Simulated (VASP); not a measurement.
# MgO: zone-centre modes, functional by functional, part 2 of 3

How much do the zone-centre frequencies of MgO depend on the functional? The starting structure is a cell with measured lattice constants from the literature and the atomic positions of a Crystallography Open Database entry.

VASP 6.6.1.

Results so far: LDA T1u 423.4 cm⁻¹.

### 3. Modes with LDA at the measured cell

Level of this step: LDA; plane waves and PAW (Mg, O) (VASP).

A relaxation of the atoms in the fixed cell, not shown, had nothing to move.

The input, INCAR:

```
SYSTEM = MgO
PREC = Accurate
ENCUT = 520
EDIFF = 1E-08
NELM = 100
ISMEAR = 0
SIGMA = 0.03
LREAL = .FALSE.
ALGO = Normal
GGA = CA
NBANDS = 10
LORBIT = 11
LWAVE = .FALSE.
LCHARG = .FALSE.
KPAR = 4
IBRION = 8
LEPSILON = .TRUE.
LPEAD = .TRUE.
ISIF = 2
```

The input, POSCAR:

```
MgO
1.0
    0.0000000000      2.1064000000      2.1064000000
    2.1064000000      0.0000000000      2.1064000000
    2.1064000000      2.1064000000      0.0000000000
Mg O
1 1
Direct
    0.0000000000      0.0000000000      0.0000000000
    0.5000000000      0.5000000000      0.5000000000
```

The input, KPOINTS:

```
Automatic mesh
0
Gamma
12 12 12
0 0 0
```

Potentials, in the order of the species: Mg and O (LDA family, release 64).

Run with:

```
> mpirun -np 4 vasp_std
```

Log:

```text
[... set-up lines as in an earlier step ...]
 entering main loop
       N       E                     dE             d eps       ncg     rms          rms(c)
DAV:   1     0.120532822780E+02    0.12053E+02   -0.47333E+03  1640   0.717E+02
DAV:   2    -0.144211839989E+02   -0.26474E+02   -0.26034E+02  1598   0.139E+02
DAV:   3    -0.149934688029E+02   -0.57228E+00   -0.57179E+00  1688   0.185E+01
DAV:   4    -0.149947018470E+02   -0.12330E-02   -0.12330E-02  1596   0.975E-01
[...]
DAV:  11    -0.134243618462E+02    0.79775E-06   -0.39740E-06  1560   0.113E-02    0.297E-03
DAV:  12    -0.134243618541E+02   -0.79382E-08   -0.15071E-07  1606   0.287E-03    0.713E-04
DAV:  13    -0.134243618509E+02    0.32460E-08   -0.57701E-09   874   0.853E-04
   1 F= -.13424362E+02 E0= -.13424362E+02  d E =-.310029E-15
 Linear response reoptimize wavefunctions to high precision
DAV:   1    -0.134243618517E+02   -0.80723E-09   -0.16459E-10   934   0.139E-04
DAV:   2    -0.134243618517E+02   -0.23874E-10   -0.97401E-12   788   0.332E-05
 Linear response to external field (no local field effect), progress :
[...]
RMM:   9    -0.197440763536E-02    0.38663E-08   -0.53253E-13  4899   0.348E-06    0.466E-07
 first order change of Fermi-energy   0.38452E-04
 force on displaced ion       1 direction 1 :  -5.050   0.000   0.000
 Born effective charge ion    1 direction 1 :   1.968   0.000   0.000
 Linear response progress:
  Degree of freedom:   2/  2
       N       E                     dE             d eps       ncg     rms          rms(c)
RMM:   1    -0.348658995732E+00   -0.34866E+00    0.38362E-01  5854   0.425E+00
RMM:   2    -0.349197096889E+00   -0.53810E-03   -0.17121E-03  5136   0.329E-01    0.129E-01
RMM:   3    -0.350525762233E+00   -0.13287E-02   -0.35199E-04  4928   0.135E-01    0.688E-02
RMM:   4    -0.352547325435E+00   -0.20216E-02   -0.35792E-04  4669   0.139E-01    0.169E-02
[...]
RMM:   8    -0.352541375071E+00    0.12998E-06   -0.67612E-11  5660   0.500E-05    0.156E-05
RMM:   9    -0.352541425443E+00   -0.50372E-07   -0.30798E-11  5623   0.147E-05    0.215E-06
RMM:  10    -0.352541429807E+00   -0.43632E-08   -0.29729E-11  4191   0.415E-06    0.482E-07
 first order change of Fermi-energy   0.12046E-02
 force on displaced ion       2 direction 1 :  -5.075   0.000   0.000
 Born effective charge ion    2 direction 1 :  -1.968   0.000   0.000
 Born effective charges drift removed
 Linear response finished
```

Wall time 49 s (4 MPI ranks of Intel Xeon Platinum 8259CL at 2.50GHz (Skylake/Cascade Lake), shared host); peak memory 1 GiB.

OUTCAR, selected parts (step 3):

```text
  Total       -0.9090584     -0.9090584     -0.9090584     -0.0000000     -0.0000000      0.0000000
  in kB      -77.9201556    -77.9201556    -77.9201556     -0.0000000     -0.0000000      0.0000000
  external PRESSURE =     -77.9201556 kB  Pullay stress =       0.0000000 kB

 POSITION                                       TOTAL-FORCE (eV/Angst)
 -----------------------------------------------------------------------------------
      0.00000      0.00000      0.00000         0.000000      0.000000      0.000000
      2.10640      2.10640      2.10640        -0.000000     -0.000000      0.000000
 -----------------------------------------------------------------------------------
    total drift:                               -0.000000     -0.000000      0.000000

 MACROSCOPIC STATIC DIELECTRIC TENSOR (including local field effects in DFT)
 ------------------------------------------------------
           3.149674    -0.000000     0.000000
          -0.000000     3.149674     0.000000
          -0.000000    -0.000000     3.149674
 ------------------------------------------------------

 MACROSCOPIC STATIC DIELECTRIC TENSOR IONIC CONTRIBUTION
 ------------------------------------------------------
           7.408887     0.000000     0.000000
           0.000000     7.408887     0.000000
           0.000000     0.000000     7.408887
 ------------------------------------------------------

[... 1 part as in an earlier step ...]

[... 1 further part left out ...]
```

With LDA at the measured cell the mode is T1u 377.8 cm⁻¹, -45.6 cm⁻¹ from LDA.

### 4. Modes with PBEsol

PBEsol restores the gradient expansion of exchange and is tuned for the cells of solids. The cell comes from a relaxation at this level, not shown (18.65 Å³).

Changes to INCAR since step 3:

```diff
@@ -9,3 +9,3 @@
 ALGO = Normal
-GGA = CA
+GGA = PS
 NBANDS = 10
```

The input, POSCAR:

```
MgO
1.0
    0.0000000000      2.1048525895      2.1048525895
    2.1048525895      0.0000000000      2.1048525895
    2.1048525895      2.1048525895      0.0000000000
Mg O
1 1
Direct
    0.0000000000      0.0000000000      0.0000000000
    0.5000000000      0.5000000000      0.5000000000
```

KPOINTS is that of step 3.

The projector-augmented-wave data sets are Mg and O (PBE family, release 64).

Run with:

```
> mpirun -np 4 vasp_std
```

Log:

```text
[banner, memory and clock lines left out]
running    4 mpi-ranks, on    1 nodes
[...]
|                                                                             |
|               ----> ADVICE to this user running VASP <----                  |
|                                                                             |
|     You enforced a specific xc type in the INCAR file but a different       |
|     [... a line on the potential file left out ...]
|     I HOPE YOU KNOW WHAT YOU ARE DOING!                                     |
|                                                                             |

 LDA part: xc-table for (Slater+PW92), standard interpolation
 POSCAR, INCAR and KPOINTS ok, starting setup
[...]
entering main loop
       N       E                     dE             d eps       ncg     rms          rms(c)
DAV:   1     0.123586543907E+02    0.12359E+02   -0.46175E+03  1600   0.712E+02
DAV:   2    -0.133023877220E+02   -0.25661E+02   -0.25232E+02  1628   0.137E+02
[...]
RMM:   9    -0.193057877563E-02   -0.81893E-09   -0.26067E-12  4749   0.346E-06    0.501E-07
 first order change of Fermi-energy   0.45344E-04
 force on displaced ion       1 direction 1 :  -5.466   0.000   0.000
 Born effective charge ion    1 direction 1 :   1.965   0.000   0.000
 Linear response progress:
  Degree of freedom:   2/  2
       N       E                     dE             d eps       ncg     rms          rms(c)
RMM:   1    -0.353178934602E+00   -0.35318E+00    0.39290E-01  5849   0.425E+00
RMM:   2    -0.353961003107E+00   -0.78207E-03   -0.16591E-03  5147   0.325E-01    0.126E-01
RMM:   3    -0.355394180444E+00   -0.14332E-02   -0.31788E-04  4941   0.131E-01    0.693E-02
RMM:   4    -0.357536583469E+00   -0.21424E-02   -0.33403E-04  4656   0.139E-01    0.186E-02
[...]
RMM:   9    -0.357532089289E+00   -0.71777E-07   -0.77479E-10  5659   0.432E-05    0.300E-06
RMM:  10    -0.357532075245E+00    0.14043E-07   -0.77066E-10  4994   0.937E-06    0.798E-07
RMM:  11    -0.357532075899E+00   -0.65399E-09   -0.77501E-10  3387   0.803E-06    0.762E-08
 first order change of Fermi-energy   0.12266E-02
 force on displaced ion       2 direction 1 :  -5.486   0.000   0.000
 Born effective charge ion    2 direction 1 :  -1.965   0.000   0.000
 Born effective charges drift removed
 Linear response finished
```

It took 55 s on 4 MPI ranks; peak memory 1.1 GiB; 3.4 min of CPU time.

Parts of OUTCAR (step 4):

```text
  Total        0.0002646      0.0002646      0.0002646      0.0000000      0.0000000      0.0000000
  in kB        0.0227319      0.0227319      0.0227319      0.0000000      0.0000000      0.0000000
  external PRESSURE =       0.0227319 kB  Pullay stress =       0.0000000 kB

 POSITION                                       TOTAL-FORCE (eV/Angst)
 -----------------------------------------------------------------------------------
      0.00000      0.00000      0.00000         0.000000      0.000000     -0.000000
      2.10485      2.10485      2.10485        -0.000000     -0.000000      0.000000
 -----------------------------------------------------------------------------------
    total drift:                               -0.000000     -0.000000      0.000000

 MACROSCOPIC STATIC DIELECTRIC TENSOR (including local field effects in DFT)
 ------------------------------------------------------
           3.162049    -0.000000    -0.000000
           0.000000     3.162049    -0.000000
           0.000000     0.000000     3.162049
 ------------------------------------------------------

 MACROSCOPIC STATIC DIELECTRIC TENSOR IONIC CONTRIBUTION
 ------------------------------------------------------
           6.843785    -0.000000    -0.000000
          -0.000000     6.843785    -0.000000
          -0.000000    -0.000000     6.843785
 ------------------------------------------------------

[... 1 part as in an earlier step ...]

[... 1 further part left out ...]
```

With PBEsol the mode is T1u 392.9 cm⁻¹, -30.5 cm⁻¹ from LDA.

### 5. Modes with PBE

PBE, the usual starting point, adds the gradient of the density. The cell comes from a relaxation at this level, not shown (19.15 Å³).

Changes to INCAR since step 4:

```diff
@@ -9,3 +9,3 @@
 ALGO = Normal
-GGA = PS
+GGA = PE
 NBANDS = 10
```

The input, POSCAR:

```
MgO
1.0
    0.0000000000      2.1233902766      2.1233902766
    2.1233902766      0.0000000000      2.1233902766
    2.1233902766      2.1233902766      0.0000000000
Mg O
1 1
Direct
    0.0000000000      0.0000000000      0.0000000000
    0.5000000000      0.5000000000      0.5000000000
```

KPOINTS is that of step 4.

Run with:

```
> mpirun -np 4 vasp_std
```

Log:

```text
[banner, memory and clock lines left out]
running    4 mpi-ranks, on    1 nodes
[...]
LDA part: xc-table for (Slater+PW92), standard interpolation
 POSCAR, INCAR and KPOINTS ok, starting setup
[...]
entering main loop
       N       E                     dE             d eps       ncg     rms          rms(c)
DAV:   1     0.127386356233E+02    0.12739E+02   -0.47161E+03  1656   0.707E+02
DAV:   2    -0.128940330939E+02   -0.25633E+02   -0.24707E+02  1646   0.135E+02
DAV:   3    -0.134674341035E+02   -0.57340E+00   -0.57292E+00  1692   0.183E+01
DAV:   4    -0.134688385751E+02   -0.14045E-02   -0.14044E-02  1596   0.103E+00
[...]
DAV:  11    -0.119117773693E+02   -0.17493E-05   -0.20229E-06  1586   0.126E-02    0.564E-03
DAV:  12    -0.119117772736E+02    0.95783E-07   -0.76329E-07  1588   0.730E-03    0.418E-04
DAV:  13    -0.119117772778E+02   -0.42053E-08   -0.34623E-08  1494   0.111E-03
   1 F= -.11911777E+02 E0= -.11911777E+02  d E =-.290878E-15
 Linear response reoptimize wavefunctions to high precision
[...]
RMM:   7    -0.177185787632E-02   -0.51168E-08   -0.17802E-09  5268   0.392E-04    0.263E-05
 first order change of Fermi-energy   0.42741E-04
 force on displaced ion       1 direction 1 :  -4.907   0.000   0.000
 Born effective charge ion    1 direction 1 :   1.979   0.000   0.000
 Linear response progress:
  Degree of freedom:   2/  2
       N       E                     dE             d eps       ncg     rms          rms(c)
RMM:   1    -0.355386203291E+00   -0.35539E+00    0.40773E-01  5864   0.430E+00
RMM:   2    -0.356117936384E+00   -0.73173E-03   -0.16714E-03  5148   0.326E-01    0.129E-01
RMM:   3    -0.357714573015E+00   -0.15966E-02   -0.34911E-04  4935   0.138E-01    0.702E-02
RMM:   4    -0.360069525629E+00   -0.23550E-02   -0.36216E-04  4634   0.146E-01    0.203E-02
[...]
RMM:   9    -0.360101918736E+00   -0.15588E-06   -0.21389E-10  5657   0.721E-05    0.439E-06
RMM:  10    -0.360101883849E+00    0.34887E-07   -0.18961E-10  5136   0.995E-06    0.161E-06
RMM:  11    -0.360101886031E+00   -0.21820E-08   -0.20189E-10  4807   0.757E-06    0.127E-07
 first order change of Fermi-energy   0.12371E-02
 force on displaced ion       2 direction 1 :  -4.934   0.000   0.000
 Born effective charge ion    2 direction 1 :  -1.979   0.000   0.000
 Born effective charges drift removed
 Linear response finished
```

Run time: 45 s. Hardware: 4 MPI ranks; peak memory 1.1 GiB; 2.9 min of CPU time.

OUTCAR, selected parts (step 5):

```text
  Total        0.0015674      0.0015674      0.0015674      0.0000000     -0.0000000      0.0000000
  in kB        0.1311479      0.1311479      0.1311479      0.0000000     -0.0000000      0.0000000
  external PRESSURE =       0.1311479 kB  Pullay stress =       0.0000000 kB

 POSITION                                       TOTAL-FORCE (eV/Angst)
 -----------------------------------------------------------------------------------
      0.00000      0.00000      0.00000        -0.000000     -0.000000      0.000000
      2.12339      2.12339      2.12339         0.000000      0.000000      0.000000
 -----------------------------------------------------------------------------------
    total drift:                               -0.000000     -0.000000      0.000000

 MACROSCOPIC STATIC DIELECTRIC TENSOR (including local field effects in DFT)
 ------------------------------------------------------
           3.160660     0.000000    -0.000000
           0.000000     3.160660     0.000000
          -0.000000     0.000000     3.160660
 ------------------------------------------------------

 MACROSCOPIC STATIC DIELECTRIC TENSOR IONIC CONTRIBUTION
 ------------------------------------------------------
           7.524148     0.000000    -0.000000
           0.000000     7.524148    -0.000000
          -0.000000    -0.000000     7.524148
 ------------------------------------------------------

[... 1 part as in an earlier step ...]

[... 1 further part left out ...]
```

With PBE the mode is T1u 372.5 cm⁻¹, -50.9 cm⁻¹ from LDA.

### 6. Modes with PBEsol + D3(BJ)

D3 with Becke-Johnson damping keeps a finite attraction at short range. The cell comes from a relaxation at this level, not shown (18.15 Å³).

The input, INCAR:

```
SYSTEM = MgO
PREC = Accurate
ENCUT = 520
EDIFF = 1E-08
NELM = 100
ISMEAR = 0
SIGMA = 0.03
LREAL = .FALSE.
ALGO = Normal
GGA = PS
IVDW = 12
NBANDS = 10
LORBIT = 11
LWAVE = .FALSE.
LCHARG = .FALSE.
KPAR = 4
IBRION = 6
NFREE = 2
POTIM = 0.015
NSW = 1
ISIF = 2
```

The input, POSCAR:

```
MgO
1.0
    0.0000000000      2.0858126216      2.0858126216
    2.0858126216      0.0000000000      2.0858126216
    2.0858126216      2.0858126216      0.0000000000
Mg O
1 1
Direct
    0.0000000000      0.0000000000      0.0000000000
    0.5000000000      0.5000000000      0.5000000000
```

KPOINTS is that of step 5.

Run with:

```
> mpirun -np 4 vasp_std
```

Log:

```text
[banner, memory and clock lines left out]
running    4 mpi-ranks, on    1 nodes
[...]
[... a notice as in an earlier step ...]

 LDA part: xc-table for (Slater+PW92), standard interpolation
 POSCAR, INCAR and KPOINTS ok, starting setup
[...]
entering main loop
       N       E                     dE             d eps       ncg     rms          rms(c)
DAV:   1     0.132698689246E+02    0.13270E+02   -0.47036E+03  1680   0.714E+02
DAV:   2    -0.133425595464E+02   -0.26612E+02   -0.25942E+02  1628   0.141E+02
DAV:   3    -0.138969863521E+02   -0.55443E+00   -0.55382E+00  1700   0.183E+01
DAV:   4    -0.138983670750E+02   -0.13807E-02   -0.13807E-02  1608   0.102E+00
[...]
DAV:  13    -0.125047008784E+02   -0.57254E-07   -0.87641E-09   854   0.693E-04    0.501E-05
DAV:  14    -0.125047008682E+02    0.10218E-07   -0.15064E-10   792   0.119E-04    0.238E-05
DAV:  15    -0.125047008690E+02   -0.87300E-09   -0.61709E-11   790   0.510E-05
   1 F= -.13018628E+02 E0= -.13018628E+02  d E =-.130603E-26
[... from here on, the cycles between the ionic steps are left out ...]
   2 F= -.13017929E+02 E0= -.13017929E+02  d E =-.625688E-27
   3 F= -.13017929E+02 E0= -.13017929E+02  d E =-.625655E-27
   4 F= -.13017927E+02 E0= -.13017927E+02  d E =-.625478E-27
   5 F= -.13017927E+02 E0= -.13017927E+02  d E =-.625133E-27
 Finite differences progress:
  Degree of freedom:   2/  2
  Displacement:        2/  2
  Total:               4/  4
```

The job ended after 16 s (4 MPI ranks; peak memory 0.75 GiB).

Parts of OUTCAR (step 6):

```text
 Edisp (eV)   -0.51393

 Edisp (eV)   -0.51393

  Total       0.01093     0.00070     0.00070     0.00000    -0.00000     0.00000
  in kB       0.96528     0.06185     0.06185     0.00000    -0.00000     0.00000
  external pressure =        0.36 kB  Pullay stress =        0.00 kB

 POSITION                                       TOTAL-FORCE (eV/Angst)
 -----------------------------------------------------------------------------------
      0.00000      0.00000      0.00000        -0.093369      0.000000      0.000000
      2.07081      2.08581      2.08581         0.093369      0.000000      0.000000
 -----------------------------------------------------------------------------------
    total drift:                                0.000135     -0.000001     -0.000001

  FREE ENERGIE OF THE ION-ELECTRON SYSTEM (eV)
  ---------------------------------------------------
  free  energy   TOTEN  =       -13.0179274588 eV

  energy  without entropy=      -13.0179274588  energy(sigma->0) =      -13.01792746

[... 1 part as in an earlier step ...]

[... 2 further parts left out ...]
[key lines of the parts left out:]
E-fermi :   3.5044
```

The last energy, forces and stress in OUTCAR belong to the last displaced cell, not to that of POSCAR.

With PBEsol + D3(BJ) the mode is T1u 418.7 cm⁻¹, -4.7 cm⁻¹ from LDA.

### 7. Modes with r2SCAN

r2SCAN adds the kinetic-energy density, costs more than a GGA and is run with LASPH. The cell comes from a relaxation at this level, not shown (18.45 Å³).

Changes to INCAR since step 6:

```diff
@@ -9,4 +9,4 @@
 ALGO = Normal
-GGA = PS
-IVDW = 12
+METAGGA = R2SCAN
+LASPH = .TRUE.
 NBANDS = 10
```

The input, POSCAR:

```
MgO
1.0
    0.0000000000      2.0974028779      2.0974028779
    2.0974028779      0.0000000000      2.0974028779
    2.0974028779      2.0974028779      0.0000000000
Mg O
1 1
Direct
    0.0000000000      0.0000000000      0.0000000000
    0.5000000000      0.5000000000      0.5000000000
```

KPOINTS is that of step 6.

Run with:

```
> mpirun -np 4 vasp_std
```

Log:

```text
[banner, memory and clock lines left out]
running    4 mpi-ranks, on    1 nodes
[...]
[... a notice as in an earlier step ...]

 LDA part: xc-table for (None), standard interpolation
 POSCAR, INCAR and KPOINTS ok, starting setup
[...]
entering main loop
       N       E                     dE             d eps       ncg     rms          rms(c)
DAV:   1     0.694230004620E+01    0.69423E+01   -0.49787E+03  1672   0.744E+02
DAV:   2    -0.193005699520E+02   -0.26243E+02   -0.25370E+02  1648   0.144E+02
DAV:   3    -0.198377652431E+02   -0.53720E+00   -0.53681E+00  1668   0.183E+01
DAV:   4    -0.198392586843E+02   -0.14934E-02   -0.14934E-02  1626   0.107E+00
[...]
DAV:  15    -0.161613674322E+02    0.62243E-07   -0.53772E-10   784   0.160E-04    0.205E-05
DAV:  16    -0.161613674122E+02    0.19938E-07   -0.59503E-11   776   0.750E-05    0.672E-06
DAV:  17    -0.161613674087E+02    0.35409E-08   -0.25916E-12   750   0.120E-05
   1 F= -.16161367E+02 E0= -.16161367E+02  d E =-.108655E-15
[... from here on, the cycles between the ionic steps are left out ...]
   2 F= -.16160749E+02 E0= -.16160749E+02  d E =-.621583E-16
   3 F= -.16160749E+02 E0= -.16160749E+02  d E =-.621532E-16
   4 F= -.16160714E+02 E0= -.16160714E+02  d E =-.645171E-16
   5 F= -.16160714E+02 E0= -.16160714E+02  d E =-.643987E-16
 Finite differences progress:
  Degree of freedom:   2/  2
  Displacement:        2/  2
  Total:               4/  4
```

It took 76 s on 4 MPI ranks; peak memory 0.73 GiB.

From OUTCAR (step 7):

```text
  Total        0.0103826      0.0005304      0.0005304      0.0000000      0.0000000      0.0000000
  in kB        0.9014446      0.0460524      0.0460524      0.0000000      0.0000000      0.0000000
  external PRESSURE =       0.3311831 kB  Pullay stress =       0.0000000 kB

 POSITION                                       TOTAL-FORCE (eV/Angst)
 -----------------------------------------------------------------------------------
      0.00000      0.00000      0.00000        -0.089286      0.000000      0.000000
      2.08240      2.09740      2.09740         0.089286      0.000000      0.000000
 -----------------------------------------------------------------------------------
    total drift:                               -0.004100     -0.000001     -0.000001

  FREE ENERGIE OF THE ION-ELECTRON SYSTEM (eV)
  ---------------------------------------------------
  free  energy   TOTEN  =       -16.1607144282 eV

  energy  without entropy=      -16.1607144282  energy(sigma->0) =      -16.16071443

[... 1 part as in an earlier step ...]

[... 2 further parts left out ...]
[key lines of the parts left out:]
E-fermi :   3.0219
```

With r2SCAN the mode is T1u 407.6 cm⁻¹, -15.8 cm⁻¹ from LDA.

(Part 2 of 3 ends here.)

[Lines on the potential files, build, host, timing and source positions are cut from VASP's logs without a mark.]

[Logs are printed without paths, hosts, clocks, repeated set-up lines and the standing remarks that a program may print on its own settings, such as how far it seeks lower states.]

[Hosts, paths, dates, database ids (printed as entryN), source tags and the programs' standing remarks are cut or masked in the printed files.]
